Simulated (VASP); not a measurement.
Consider the following.

```
CELL_PARAMETERS angstrom
     11.46485     0.00000     0.00000
      0.00000    11.46485     0.00000
      0.00000     0.00000    11.46485
ATOMIC_POSITIONS crystal
  Al 0.50000 0.00000 0.00000
  Al 0.75000 0.25000 0.00000
  Al 0.75000 0.00000 0.25000
  Al 0.00000 0.00000 0.00000
  Al 0.25000 0.25000 0.00000
  Al 0.50000 0.50000 0.00000
  Al 0.75000 0.75000 0.00000
  Al 0.25000 0.00000 0.25000
  Al 0.50000 0.25000 0.25000
  Al 0.75000 0.50000 0.25000
  Al 0.50000 0.00000 0.50000
  Al 0.75000 0.25000 0.50000
  Al 0.75000 0.00000 0.75000
  Al 0.00000 0.50000 0.00000
  Al 0.25000 0.75000 0.00000
  Al 0.00000 0.25000 0.25000
  Al 0.25000 0.50000 0.25000
  Al 0.50000 0.75000 0.25000
  Al 0.00000 0.00000 0.50000
  Al 0.25000 0.25000 0.50000
  Al 0.50000 0.50000 0.50000
  Al 0.75000 0.75000 0.50000
  Al 0.25000 0.00000 0.75000
  Al 0.50000 0.25000 0.75000
  Al 0.75000 0.50000 0.75000
  Al 0.00000 0.75000 0.25000
  Al 0.00000 0.50000 0.50000
  Al 0.25000 0.75000 0.50000
  Al 0.00000 0.25000 0.75000
  Al 0.25000 0.50000 0.75000
  Al 0.50000 0.75000 0.75000
  Al 0.00000 0.75000 0.75000
  As 0.62500 0.12500 0.12500
  As 0.87500 0.37500 0.12500
  As 0.87500 0.12500 0.37500
  As 0.12500 0.12500 0.12500
  As 0.37500 0.37500 0.12500
  As 0.62500 0.62500 0.12500
  As 0.87500 0.87500 0.12500
  As 0.37500 0.12500 0.37500
  As 0.62500 0.37500 0.37500
  As 0.87500 0.62500 0.37500
  As 0.62500 0.12500 0.62500
  As 0.87500 0.37500 0.62500
  As 0.87500 0.12500 0.87500
  As 0.12500 0.62500 0.12500
  As 0.37500 0.87500 0.12500
  As 0.12500 0.37500 0.37500
  As 0.37500 0.62500 0.37500
  As 0.62500 0.87500 0.37500
  As 0.12500 0.12500 0.62500
  As 0.37500 0.37500 0.62500
  As 0.62500 0.62500 0.62500
  As 0.87500 0.87500 0.62500
  As 0.37500 0.12500 0.87500
  As 0.62500 0.37500 0.87500
  As 0.87500 0.62500 0.87500
  As 0.12500 0.87500 0.37500
  As 0.12500 0.62500 0.62500
  As 0.37500 0.87500 0.62500
  As 0.12500 0.37500 0.87500
  As 0.37500 0.62500 0.87500
  As 0.62500 0.87500 0.87500
  As 0.12500 0.87500 0.87500
```

Method: PBE GGA, VASP's PBE PAW potentials (set 64) (plane waves; VASP). Numerical set-up: PREC = Normal, LREAL = Auto, 400 eV cut-off, 1×1×1 Γ-centred mesh, Gaussian smearing of 0.050 eV, potentials Al As.

The supercell is sampled at Γ alone, which is coarse: total energies, pressure and levels can be off, energies of defects by several tenths of an eV.

Task: What does the run give for the energy per atom (σ→0)?

Result: 
```
Property                       Result
---------------------  --------------
energy per atom (σ→0)  -4.633 eV/atom
```

The cell is a supercell, built from AlAs (zinc blende).
